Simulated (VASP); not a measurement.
Computed with PBE GGA, VASP's PBE PAW potentials (set 64) (plane waves; VASP).

A VASP calculation is set up with these files.

**KPOINTS**
```
K-points
0
gamma
  12 12 12
0 0 0
```

POSCAR:
```
Sn
1
   -2.9620251238     2.9620251238     1.6128785849
    2.9620251238    -2.9620251238     1.6128785849
    2.9620251238     2.9620251238    -1.6128785849
Sn
2
Direct
  0.2500000000   0.7500000000   0.5000000000
  0.0000000000   0.0000000000   0.0000000000
```

### INCAR
```
ALGO  =  Normal
EDIFF  =  1E-6
EDIFFG  =  -0.01
ENCUT  =  400
GGA  =  PE
IBRION  =  2
ISIF  =  3
ISMEAR  =  1
LASPH  =  .True.
LCHARG  =  .False.
LMAXMIX  =  4
LREAL  =  .False.
LWAVE  =  .False.
NELM  =  100
NSW  =  60
PREC  =  Accurate
SIGMA  =  0.1
SYSTEM  =  Sn
```

POTCAR, in this order: Sn_d (PBE.64 set). Program: vasp_std.

Q: What will the output report for the number of irreducible k-points (NKPTS), number of bands (NBANDS), largest plane-wave count, number of space-group operations, FFT grid (NGX, NGY, NGZ)?

A: 
```yaml
number of irreducible k-points (NKPTS): 163
number of bands (NBANDS): 18
largest_plane_wave_count: 1047
number_of_space_group_operations: 16
FFT grid (NGX, NGY, NGZ): 30 × 30 × 30
```

The compound is Sn in the beta structure. This run relaxes it. Symmetry was kept, so distortions that lower it aren't found. The start is the result of an earlier pass.
